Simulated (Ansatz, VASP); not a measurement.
One calculation of Al5GaP6, two programs

```xyz
12
Lattice="3.8945 0.0000 0.0000 0.0000 3.8945 0.0000 0.0000 0.0000 16.5182" Properties=species:S:1:pos:R:3 pbc="T T T"
Al    1.9472    1.9472   13.7655
Al    0.0000    0.0000   11.0126
Al    1.9472    1.9472    8.2591
Al    0.0000    0.0000    5.5056
Al    1.9472    1.9472    2.7527
Ga    0.0000    0.0000    0.0000
P     1.9472    0.0000   12.3894
P     0.0000    1.9472    9.6358
P     1.9472    0.0000    6.8824
P     0.0000    1.9472    4.1288
P     1.9472    0.0000    1.3824
P     0.0000    1.9472   15.1358
```

Alike in both runs: task single point; functional PBE; k mesh 4 × 4 × 1; occupations gaussian, width 0.1 eV; no spin polarisation.

|  | VASP | Ansatz |
| --- | --- | --- |
| version | VASP 6.6.1 | Ansatz 0.2.0 |
| potentials or method | VASP PAW PBE potentials, release 64 (Al, Ga_d, P) | scalar-relativistic, plane waves, PAW |
| plane-wave cutoff (eV) | 520 | 420 |
| valence electrons in the cell | 58 | 58 |

```csv
,VASP,Ansatz,Ansatz less VASP
gap on the k mesh at the Fermi level (eV),1.61,1.61,+0.002
least direct gap on the mesh (eV),1.61,1.61,+0.002
pressure (GPa),0.1,0.1,+0.08
largest component of the traceless stress (GPa),0.52,0.52,0.000
rms of the force components (eV/Å),0.006,0.004,-0.0013
```

Atom by atom the forces differ by 0.001 eV/Å (rms over components). The functional is the same, so the differences come from potentials, cutoffs and numerics.

Caveats: an odd mesh through Γ misses points on the zone boundary, where band edges often lie.
